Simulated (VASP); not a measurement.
# Which face does W expose?, part 2 of 2

Which face of W is cheapest, and which holds its electrons hardest?

VASP 6.6.1; PBEsol; plane waves and PAW (W).

So far. Step 5 (Vacuum level and density of states, 7 atoms, face …): The vacuum level lies 4.91 eV above the Fermi level at the upper face; both faces agree, as the slab has next to no dipole. Step 6 (Relaxing the slab, 9 atoms, face W(100)): The run ended after 12 ionic steps, 0.389 eV below its first step, once the forces on the free atoms met EDIFFG = -0.03.

## (7) Vacuum level and density of states, 9 atoms, face W(100) (continued)

Valence density in the ca plane at fractional y = 0.000, with atoms of W within 0.2 Å of it. It is the smooth field of the valence electrons, not physical close to the nuclei.

Values in e/Å³, 5 rows by 16 columns, each cell a mean:
```
0.33 0.55 0.53 0.30 0.51 0.56 0.30 0.47 0.60 0.34 0.48 0.65 0.14 0.01 0.00 0.00
0.30 0.34 0.35 0.29 0.34 0.34 0.29 0.34 0.34 0.30 0.37 0.31 0.08 0.01 0.00 0.00
0.27 0.28 0.29 0.28 0.29 0.28 0.28 0.29 0.28 0.27 0.31 0.23 0.07 0.01 0.00 0.00
0.31 0.40 0.40 0.30 0.39 0.40 0.30 0.38 0.41 0.31 0.42 0.40 0.10 0.01 0.00 0.00
0.34 0.59 0.55 0.29 0.53 0.61 0.30 0.47 0.66 0.34 0.47 0.75 0.15 0.01 0.00 0.00
```
Columns run along c (16.0 Å, from fractional 0.32 to 0.90 of the cell), rows up along a (3.1 Å). Atoms in or near the plane, at fractional coordinates: W at (0.39, 0.00), W at (0.50, 0.00), W at (0.61, 0.00), W at (0.72, 0.00).

The map of layer states is cut here 0.5 eV above the Fermi level, so it leaves out the states above that.

The vacuum level lies 4.28 eV above the Fermi level at the upper face; both faces agree, as the slab has next to no dipole.

The program found no field-free point at its default tolerance, but its printed level agrees with the flat part of the planar average.

On this mesh the fine structure of the density of states is sampling noise, and high empty states may be cut by the number of bands.

## (8) Surface relaxation, 11 atoms, face W(111)

System of this step: W(111). The cell holds 11 atoms: 11 W. Its edges and angles: a = 4.446 Å, b = 4.446 Å, c = 24.076 Å, α = 90.0°, β = 90.0°, γ = 60.0°. It derives from W. 11 layers of bcc W, cut at this functional's lattice. Vacuum lies along c.

INCAR reads:

```
SYSTEM = W
PREC = Normal
ENCUT = 320
EDIFF = 1E-05
NELM = 120
ISMEAR = 1
SIGMA = 0.15
LREAL = .FALSE.
ALGO = Fast
GGA = PS
NBANDS = 44
LORBIT = 11
LWAVE = .FALSE.
LCHARG = .FALSE.
KPAR = 4
IBRION = 2
NSW = 40
ISIF = 2
EDIFFG = -0.03
POTIM = 0.4
MAXMIX = 40
```

POSCAR reads:

```
W
1.0
    4.4463931031      0.0000000000      0.0000000000
    2.2231965515      3.8506893825      0.0000000000
    0.0000000000      0.0000000000     24.0761619153
W
11
Direct
    0.6666666700      0.6666666700      0.3115114500
    0.0000000000      0.0000000000      0.3492091600
    0.3333333300      0.3333333300      0.3869068700
    0.6666666700      0.6666666700      0.4246045800
    0.0000000000      0.0000000000      0.4623022900
    0.3333333300      0.3333333300      0.5000000000
    0.6666666700      0.6666666700      0.5376977100
    0.0000000000      0.0000000000      0.5753954200
    0.3333333300      0.3333333300      0.6130931300
    0.6666666700      0.6666666700      0.6507908400
    0.0000000000      0.0000000000      0.6884885500
```

KPOINTS reads:

```
Automatic mesh
0
Gamma
9 9 1
0 0 0
```

PAW data sets: W (PBE family, release 64).

Command:

```bash
$ mpirun -np 4 vasp_std
```

Elapsed: 3.5 min, on 4 MPI ranks of AMD EPYC 7R43, shared host; peak memory 0.93 GiB; 14 min of CPU time.

The run keeps the 12 symmetry operations of its start, so it cannot find a distortion of lower symmetry.

Step by step:

```csv
step,energy less that of the first step (eV),largest force (eV/Å)
1,0.0000,2.7439
2,-0.6983,1.5859
3,-0.8953,1.5181
4,-0.9011,1.1695
5,-1.0581,0.6473
6,-1.1092,0.4200
7,-1.1095,0.3901
8,-1.1250,0.1867
9,-1.1251,0.1886
10,-1.1316,0.1346
11,-1.1363,0.0549
12,-1.1365,0.0362
13,-1.1366,0.0487
14,-1.1367,0.0168
```

The atoms that moved most (Å):

```csv
atom,dx,dy,dz,length
W1,0.000,0.000,0.286,0.286
W11,0.000,0.000,-0.286,0.286
W9,0.000,0.000,0.146,0.146
W3,0.000,0.000,-0.146,0.146
W2,0.000,0.000,0.086,0.086
W10,0.000,0.000,-0.086,0.086
W5,0.000,0.000,-0.027,0.027
W7,0.000,0.000,0.027,0.027
```

The relaxed structure:

```
W
1.0
     4.44639    0.00000    0.00000
     2.22320    3.85069    0.00000
     0.00000    0.00000   24.07616
W
11
Direct
  0.66667 0.66667 0.32341
  0.00000 0.00000 0.35276
  0.33333 0.33333 0.38084
  0.66667 0.66667 0.42529
  0.00000 0.00000 0.46118
  0.33333 0.33333 0.50000
  0.66667 0.66667 0.53882
  0.00000 0.00000 0.57471
  0.33333 0.33333 0.61916
  0.66667 0.66667 0.64724
  0.00000 0.00000 0.67659
```

The run ended after 14 ionic steps, 1.137 eV below its first step, once the forces on the free atoms met EDIFFG = -0.03.

## (9) Vacuum level and density of states, 11 atoms, face W(111)

INCAR reads:

```
SYSTEM = W
PREC = Normal
ENCUT = 320
EDIFF = 1E-06
NELM = 120
ISMEAR = 1
SIGMA = 0.15
LREAL = .FALSE.
ALGO = Fast
GGA = PS
NBANDS = 44
LORBIT = 11
LWAVE = .FALSE.
LCHARG = .TRUE.
KPAR = 4
IDIPOL = 3
LDIPOL = .TRUE.
DIPOL = 0.5 0.5 0.5
LVHAR = .TRUE.
LVACPOTAV = .TRUE.
NEDOS = 1500
```

POSCAR reads:

```
W
1.0
    4.4463931031      0.0000000000      0.0000000000
    2.2231965515      3.8506893825      0.0000000000
    0.0000000000      0.0000000000     24.0761619153
W
11
Direct
    0.6666666700      0.6666666700      0.3234076768
    0.0000000000      0.0000000000      0.3527630384
    0.3333333300      0.3333333300      0.3808410339
    0.6666666700      0.6666666700      0.4252871639
    0.0000000000      0.0000000000      0.4611832336
    0.3333333300      0.3333333300      0.5000000000
    0.6666666700      0.6666666700      0.5388167664
    0.0000000000      0.0000000000      0.5747128361
    0.3333333300      0.3333333300      0.6191589661
    0.6666666700      0.6666666700      0.6472369616
    0.0000000000      0.0000000000      0.6765923232
```

KPOINTS is that of step 8.

Command:

```bash
$ mpirun -np 4 vasp_std
```

Run time: 54 s. Hardware: 4 MPI ranks; peak memory 0.87 GiB; 3.5 min of CPU time.

The map of layer states is cut here 0.5 eV above the Fermi level, so it leaves out the states above that.

The vacuum level lies 4.33 eV above the Fermi level at the upper face; both faces agree, as the slab has next to no dipole.

The program found no field-free point at its default tolerance, but its printed level agrees with the flat part of the planar average.

On this mesh the fine structure of the density of states is sampling noise, and high empty states may be cut by the number of bands.

## (10) The faces side by side

This step: surfaces of a metal, PBEsol; plane waves and PAW (VASP 6.6.1).

Derived from the runs above.

Symmetric slabs, all atoms free. All faces:

```csv
face,layers,area a surface atom (Å²),work function (eV),surface energy as cut (J/m²),surface energy relaxed (J/m²),change of the top spacing (%)
W(110),7,6.99,4.911,3.618,3.543,-3.76
W(100),9,9.885,4.282,4.67,4.355,-12.04
W(111),11,17.12,4.326,4.408,3.876,-22.13
```

Each surface energy is the slab's energy less its number of atoms times the bulk energy of -13.8774 eV, over twice the cell's area.

## (11) Outcome

```json
{
  "W(110)": "3.54 J/m², 4.91 eV",
  "W(100)": "4.36 J/m², 4.28 eV",
  "W(111)": "3.88 J/m², 4.33 eV"
}
```

The cheapest face is W(110) at 3.54 J/m², against 3.88 for W(111) and 4.36 for W(100). The work functions are 4.91 eV for W(110), 4.33 eV for W(111) and 4.28 eV for W(100). The densest face has the highest work function, as the smoothing of the electron density over an open face lowers the surface dipole. Among the others the order doesn't follow the density. The densest face is also the cheapest, since it cuts the fewest bonds an area. The top spacing changes by -3.8 % on W(110), -12.0 % on W(100) and -22.1 % on W(111), the most on the most open face. One thickness was run for each face, and bulk and slab meshes don't match, which leaves some hundredths of a J/m². The cells are 1 × 1 and can't reconstruct. Spin-orbit coupling is left out, which matters for a heavy metal.

[Lines on the potential files, build, host, timing and source positions are cut from VASP's logs without a mark.]

[Logs are printed without paths, hosts, clocks, repeated set-up lines and the standing remarks that a program may print on its own settings, such as how far it seeks lower states.]

[Hosts, paths, dates, database ids (printed as entryN), source tags and the programs' standing remarks are cut or masked in the printed files.]

[Runs that stopped without an error message from VASP are left out.]
